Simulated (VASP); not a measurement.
The system is WAu.

```
W Au
1.0
     0.00000    2.90921    2.90921
     2.90921    0.00000    2.90921
     2.90921    2.90921    0.00000
W Au
1 1
Direct
  0.00000 0.00000 0.00000
  0.75000 0.75000 0.75000
```

The cell was built by a generator and needn't be a form met in nature.

| Item | Value |
| --- | --- |
| Program | VASP 6.6.1 |
| Task | relaxation of cell and atoms |
| Functional | PBEsol |
| Potentials or basis | VASP PAW PBE potentials, release 64 (W_sv, Au) |
| Cutoff | 600 eV |
| k mesh | 6 × 6 × 6 |
| Occupations | fermi-dirac, width 0.05 eV |
| Spin | no spin polarisation |

At the start: pressure -4.8 GPa; volume 24.62 Å³/atom.

Problem. Where does the relaxation end?

Solution. Over 4 steps the energy falls by 13.5 meV/atom and the volume is 23.75 Å³/atom (-3.6 %); space group F-43m (No. 216, to 0.05 Å).

The path:
| step | energy change (eV) | largest force (eV/Å) | pressure (GPa) | volume (Å³) |
| --- | --- | --- | --- | --- |
| 1 | 0.0000 | 0.0000 | -4.75 | 49.24 |
| 2 | 0.0886 | 0.0000 | 12.15 | 44.22 |
| 3 | -0.0270 | 0.0000 | -0.11 | 47.53 |
| 4 | -0.0270 | 0.0000 | -0.05 | 47.50 |

Final structure:
```
W Au
1.0
     0.00000    2.87437    2.87437
     2.87437    0.00000    2.87437
     2.87437    2.87437    0.00000
W Au
1 1
Direct
  0.00000 0.00000 0.00000
  0.75000 0.75000 0.75000
```

Caveat: the PAW data sets were made with another functional, which shifts forces and pressure a little.
